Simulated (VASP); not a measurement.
The system is SnSe.

```
Sn Se
1.0
    11.75347    0.00000    0.00000
     0.00000    4.18666    0.00000
     0.00000    0.00000    4.38979
Sn Se
4 4
Direct
  0.12440 0.25000 0.09931
  0.37560 0.75000 0.59931
  0.62440 0.25000 0.40069
  0.87560 0.75000 0.90069
  0.35510 0.25000 0.02092
  0.14490 0.75000 0.52092
  0.85510 0.25000 0.47908
  0.64490 0.75000 0.97908
```

The cell isn't the ideal one: a relaxed cell with its volume scaled by 0.96.

```yaml
Program: VASP 6.6.1
Task: relaxation of shape and atoms at fixed volume
Functional: PBE
Potentials_or_basis: VASP PAW PBE potentials, release 64 (Sn, Se)
Cutoff: 300 eV
k_mesh: 2 × 4 × 4
Occupations: gaussian, width 0.03 eV
Spin: no spin polarisation
```

At the start: pressure 2.1 GPa; volume 27.00 Å³/atom.

Task: How do energy, volume and symmetry change on relaxing?

Result: Over 8 steps the energy falls by 3.5 meV/atom; space group Pnma (No. 62, to 0.05 Å).

The path:
| step | energy change (eV) | largest force (eV/Å) | pressure (GPa) |
| --- | --- | --- | --- |
| 1 | 0.0000 | 0.2544 | 2.13 |
| 2 | -0.0154 | 0.1598 | 1.77 |
| 3 | -0.0245 | 0.0560 | 1.15 |
| 4 | -0.0247 | 0.0458 | 1.22 |
| 5 | -0.0276 | 0.0159 | 1.11 |
| 6 | -0.0277 | 0.0133 | 1.11 |
| 7 | -0.0278 | 0.0103 | 1.12 |
| 8 | -0.0280 | 0.0059 | 1.12 |

Final structure:
```
Sn Se
1.0
    11.70862    0.00000    0.00000
     0.00000    4.21476    0.00000
     0.00000    0.00000    4.37722
Sn Se
4 4
Direct
  0.12158 0.25000 0.09496
  0.37842 0.75000 0.59496
  0.62158 0.25000 0.40504
  0.87842 0.75000 0.90504
  0.35668 0.25000 0.02445
  0.14332 0.75000 0.52445
  0.85668 0.25000 0.47555
  0.64332 0.75000 0.97555
```

Caveat: this functional lacks dispersion, which binds the layers, so the pressure and a relaxed spacing across them are unreliable.
